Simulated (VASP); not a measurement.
Here is the system:

```yaml
crystal:
  lattice:
    - [0.00000, 2.61416, 2.61416]
    - [2.61416, 0.00000, 2.61416]
    - [2.61416, 2.61416, 0.00000]
  atoms:
    - { symbol: Ca, position: [0.00000, 0.00000, 0.00000] }
```

Method: LDA (Ceperley-Alder, Perdew-Zunger), VASP's LDA PAW potentials (set 64) (plane waves; VASP). Numerical set-up: 520 eV cut-off, 12×12×12 Γ-centred mesh, first-order Methfessel-Paxton smearing of 0.10 eV, potentials Ca_sv.

Problem. Give the stress tensor in GPa (positive for a compressed cell).

Solution. 
```
1.20  0.00  0.00
0.00  1.20  0.00
0.00  0.00  1.20
```
The pressure is its mean diagonal, 1.20 GPa.

The compound is Ca in the fcc structure. This cell is one point of a volume scan, at 0.94 of the reference volume.
